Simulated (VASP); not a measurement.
A calculation with VASP 6.6.1 of BaCuSeO (ASE script, structure by space group and Wyckoff sites):

The input run.py:

```python
from ase.calculators.vasp import Vasp
from ase.dft.bandgap import bandgap
from ase.spacegroup import crystal

atoms = crystal(
    ['Ba', 'Se', 'Cu', 'O'],
    basis=[[0.5, 0.0, 0.359774], [0.0, 0.5, 0.130316], [0.0, 0.0, 0.0], [0.0, 0.0, 0.5]],
    spacegroup=129,
    setting=1,
    cellpar=[4.309657, 4.309657, 9.781563, 90.0, 90.0, 90.0],
    primitive_cell=True,
)
calc = Vasp(
    directory='calc',
    xc='pbesol',
    pp='PBE',
    setups='recommended',
    pp_version='54',
    prec='Accurate',
    encut=520,
    ediff=1e-06,
    ismear=0,
    sigma=0.02,
    lreal=False,
    lasph=True,
    nelm=60,
    algo='Normal',
    isif=2,
    lwave=False,
    lcharg=False,
    kpts=[6, 6, 3],
    gamma=True,
    nbands=43,
)
atoms.calc = calc

print('energy (eV):', atoms.get_potential_energy())
print('free energy (eV):', atoms.get_potential_energy(force_consistent=True))
print('forces (eV/A):')
print(atoms.get_forces())
print('stress (eV/A^3, Voigt):', atoms.get_stress())
print('Fermi level (eV):', calc.get_fermi_level())
gap, top, bottom = bandgap(calc)
print('band gap (eV):', gap, 'from (spin, k, band)', top, 'to', bottom)
```

Potentials or basis: VASP PAW PBE potentials, release 54 (Ba_sv, Se, Cu, O).

The run is started by

```bash
$ python run.py
```

The cell comes from a database or a generator and needn't be the stable form of this composition.

Write the same calculation in another form: native input, structure from a POSCAR.

As run:

File INCAR:

```
SYSTEM = BaCuSeO
PREC = Accurate
ENCUT = 520
EDIFF = 1E-6
ISMEAR = 0
SIGMA = 0.02
LREAL = .False.
LASPH = .True.
NELM = 80
ALGO = Normal
ISIF = 2
LWAVE = .False.
LCHARG = .True.
GGA = PS
LELF = .True.
LVHAR = .True.
NBANDS = 43
```

KPOINTS

```
Automatic mesh
0
Gamma
  6 6 3
  0 0 0
```

The input POSCAR:

```
BaCuSeO
1.0
    4.3096570000      0.0000000000      0.0000000000
    0.0000000000      4.3096570000      0.0000000000
    0.0000000000      0.0000000000      9.7815630000
Ba Se Cu O
2 2 2 2
Cartesian
    2.1548285000      0.0000000000      3.5191520468
    0.0000000000      2.1548285000      6.2624109532
    0.0000000000      2.1548285000      1.2746941639
    2.1548285000      0.0000000000      8.5068688361
    0.0000000000      0.0000000000      0.0000000000
    2.1548285000      2.1548285000      0.0000000000
    0.0000000000      0.0000000000      4.8907815000
    2.1548285000      2.1548285000      4.8907815000
```

Potentials or basis: VASP PAW PBE potentials, release 54 (Ba_sv, Se, Cu, O).

Launch:

```bash
$ cat potpaw_PBE.54/Ba_sv/POTCAR potpaw_PBE.54/Se/POTCAR potpaw_PBE.54/Cu/POTCAR potpaw_PBE.54/O/POTCAR > POTCAR
$ mpirun -np 1 vasp_std > vasp.out
```

Both were run:

|  | ASE script, structure by space group and Wyckoff sites | native input, structure from a POSCAR |
| --- | --- | --- |
| Pressure | -3.4 GPa | -3.4 GPa |
| Largest force | 0.402 eV/Å | 0.402 eV/Å |
| Band gap on the k mesh | none (metal or under the smearing width) | none (metal or under the smearing width) |

Keys that steer only the numerical path or the files written may differ.

Caveat: the PAW data sets were made with another functional, which shifts forces and pressure a little; the run has no spin polarisation, though such a crystal can be magnetic; semilocal functionals often make such compounds metallic where correlation or magnetic order opens a gap, which also shifts bond lengths.
